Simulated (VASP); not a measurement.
A VASP calculation is set up with these files.

INCAR:
```
ALGO  =  Normal
EDIFF  =  1E-7
ENCUT  =  520
GGA  =  PE
ISIF  =  2
ISMEAR  =  1
IVDW  =  11
LASPH  =  .TRUE.
LCHARG  =  .FALSE.
LMAXMIX  =  4
LREAL  =  .FALSE.
LWAVE  =  .FALSE.
NELM  =  100
PREC  =  Accurate
SIGMA  =  0.1
SYSTEM  =  Mo
```

POSCAR:
```
Mo
1.5680420
 -1.0000002854   1.0000002854   1.0000002854
  1.0000002854  -1.0000002854   1.0000002854
  1.0000002854   1.0000002854  -1.0000002854
Mo
1
Cart
  0.0000000000   0.0000000000   0.0000000000
```

KPOINTS:
```
K-points
0
Gamma
16 16 16
0 0 0
```

POTCAR, in this order: Mo_sv (PBE.64 set). Program: vasp_std.

Write an equivalent input for Quantum ESPRESSO's pw.x.

One equivalent input (not run):
```
&CONTROL
  calculation = 'scf'
  pseudo_dir = './pseudo'
  outdir = './out'
  tprnfor = .true.
  tstress = .true.
/
&SYSTEM
  ibrav = 0
  nat = 1
  ntyp = 1
  ecutwfc = 80
  occupations = 'smearing'
  smearing = 'methfessel-paxton'
  degauss = 0.00735
  input_dft = 'pbe'
  vdw_corr = 'grimme-d3'
  dftd3_version = 3
  dftd3_threebody = .false.
/
&ELECTRONS
  conv_thr = 7.3e-09
  electron_maxstep = 100
/
ATOMIC_SPECIES
  Mo 95.950 Mo.upf
CELL_PARAMETERS angstrom
    -1.5680424    1.5680424    1.5680424
     1.5680424   -1.5680424    1.5680424
     1.5680424    1.5680424   -1.5680424
ATOMIC_POSITIONS crystal
  Mo   0.0000000  0.0000000  0.0000000
K_POINTS automatic
  16 16 16 0 0 0
```
What does not carry over: the potentials are each code's own (VASP's PAW set, PseudoDojo norm-conserving files in pw.x), so ENCUT and ecutwfc are chosen apart and not converted; conv_thr bounds pw.x's estimated SCF error, while EDIFF bounds the energy change between steps.

The compound is Mo in the bcc structure. It was relaxed first.
